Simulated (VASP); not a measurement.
Data:

```yaml
crystal:
  lattice:
    - [3.46675, 0.00000, 0.00000]
    - [-1.73337, 3.00229, 0.00000]
    - [0.00000, 0.00000, 11.41679]
  atoms:
    - { symbol: Na, position: [0.66667, 0.33333, 0.89293] }
    - { symbol: Na, position: [0.33333, 0.66667, 0.39293] }
    - { symbol: Tl, position: [0.33333, 0.66667, 0.11566] }
    - { symbol: Tl, position: [0.66667, 0.33333, 0.61566] }
    - { symbol: O, position: [0.00000, 0.00000, 0.99142] }
    - { symbol: O, position: [0.00000, 0.00000, 0.49142] }
```

These are PBEsol GGA, VASP's PBE PAW potentials (set 64) (plane waves; VASP) values and carry that method's errors. Run with 520 eV cut-off, 8×8×3 Γ-centred mesh, tetrahedra with Blöchl corrections, potentials Na_pv Tl_d O.

The cores are frozen, which limits the accuracy of field gradients.

Q: Give the principal components of the electric field gradient (V/Å²) and the asymmetry η at each nucleus.

A: 
| atom | Vxx | Vyy | Vzz | η |
|---|---|---|---|---|
| Na1 | -2.3 | -2.3 | 4.6 | 0.00 |
| Na2 | -2.3 | -2.3 | 4.6 | 0.00 |
| Tl3 | 98.3 | 98.3 | -196.7 | 0.00 |
| Tl4 | 98.3 | 98.3 | -196.7 | 0.00 |
| O5 | 1.0 | 1.0 | -1.9 | 0.00 |
| O6 | 1.0 | 1.0 | -1.9 | 0.00 |

The structure comes from a computed database's NaTlO entry (P6_3mc); how it stands against other phases isn't given here. It was relaxed first.
